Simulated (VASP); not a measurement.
Input of a VASP 6.6.1 run:

The input INCAR:

```
SYSTEM = TaWC2
ALGO = Normal ; EDIFF = 1E-7
ENCUT = 520 ; GGA = CA
ISIF = 2 ; ISMEAR = -1
LASPH = .True. ; LCHARG = .False.
LMAXMIX = 4 ; LREAL = .False.
LWAVE = .False. ; NELM = 100
PREC = Accurate ; SIGMA = 0.05
```

File KPOINTS:

```
k-points
0
Gamma
  7 7 7
  0 0 0
```

POSCAR

```
TaWC2
1.0
    1.5718551461      0.9075109917      5.1016196719
   -1.5718551461      0.9075109917      5.1016196719
    0.0000000000     -1.8150219835      5.1016196719
W Ta C
1 1 2
Direct
    0.0000000000      0.0000000000      0.0000000000
    0.5000000000      0.5000000000      0.5000000000
    0.2509330000      0.2509330000      0.2509330000
    0.7490670000      0.7490670000      0.7490670000
```

The input KPOINTS_OPT:

```
path GLB1,BZGX,QFP1Z,LP
10
line-mode
reciprocal
 0.0000000000  0.0000000000  0.0000000000  G
 0.5000000000  0.0000000000  0.0000000000  L

 0.5000000000  0.0000000000  0.0000000000  L
 0.5000000000  0.1877624847 -0.1877624847  B1

 0.8122375153  0.5000000000  0.1877624847  B
 0.5000000000  0.5000000000  0.5000000000  Z

 0.5000000000  0.5000000000  0.5000000000  Z
 0.0000000000  0.0000000000  0.0000000000  G

 0.0000000000  0.0000000000  0.0000000000  G
 0.3438812424  0.0000000000 -0.3438812424  X

 0.6561187576  0.3438812424  0.0000000000  Q
 0.5000000000  0.5000000000  0.0000000000  F

 0.5000000000  0.5000000000  0.0000000000  F
 0.6561187576  0.6561187576  0.1877624847  P1

 0.6561187576  0.6561187576  0.1877624847  P1
 0.5000000000  0.5000000000  0.5000000000  Z

 0.5000000000  0.0000000000  0.0000000000  L
 0.8122375153  0.3438812424  0.3438812424  P
```

Potentials or basis: VASP PAW LDA potentials, release 64 (W_sv, Ta_pv, C).

Command:

```console
$ cat potpaw_LDA.64/W_sv/POTCAR potpaw_LDA.64/Ta_pv/POTCAR potpaw_LDA.64/C/POTCAR > POTCAR
$ mpirun -np 1 vasp_std > vasp.out
```

**Question.** Estimate the pressure.

**Answer.** -14.8 GPa.

**Question.** What does it give for the largest force?

**Answer.** 0.057 eV/Å.

Forces on the atoms (eV/Å):
```
W    0.000  0.000  0.000
Ta   0.000  0.000  0.000
C    0.000  0.000  0.057
C    0.000  0.000 -0.057
```
